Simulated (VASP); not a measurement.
Given:

```yaml
crystal:
  lattice:
    - [3.35440, 0.00000, 0.00000]
    - [0.00000, 3.35440, 0.00000]
    - [0.00000, 0.00000, 3.35440]
  atoms:
    - { symbol: Tl, position: [0.00000, 0.00000, 0.00000] }
    - { symbol: F, position: [0.50000, 0.50000, 0.50000] }
```

Calculation: r2SCAN meta-GGA, VASP's PBE PAW potentials (set 64) (plane waves; VASP). Settings: 520 eV cut-off, 9×9×9 Γ-centred mesh, tetrahedra with Blöchl corrections, potentials Tl_d F.

Unless said otherwise, spin-orbit coupling is left out, though it shifts the bands of the heavy elements here.

Task: Give the energies of bands 7 to 13 at the high-symmetry points, in eV from the valence-band maximum.

Result: 
| band | Γ | X | M | R |
|---|---|---|---|---|
| 7 | -5.92 | -5.76 | -3.64 | -2.69 |
| 8 | -2.54 | -2.22 | -3.64 | -2.69 |
| 9 | -2.54 | -2.22 | -2.28 | -2.69 |
| 10 | -2.54 | -0.49 | -2.27 | 0.00 |
| 11 | 10.14 | 1.71 | 4.62 | 3.96 |
| 12 | 10.14 | 10.50 | 4.62 | 3.96 |
| 13 | 10.14 | 10.50 | 11.12 | 3.96 |

The gap is indirect, 1.71 eV, from the valence maximum at R to the conduction minimum at X.

The structure was generated: TlF was put into the CsCl type type (Pm-3m), which need not be its known phase. It was relaxed first, which changed the volume by +108 %.
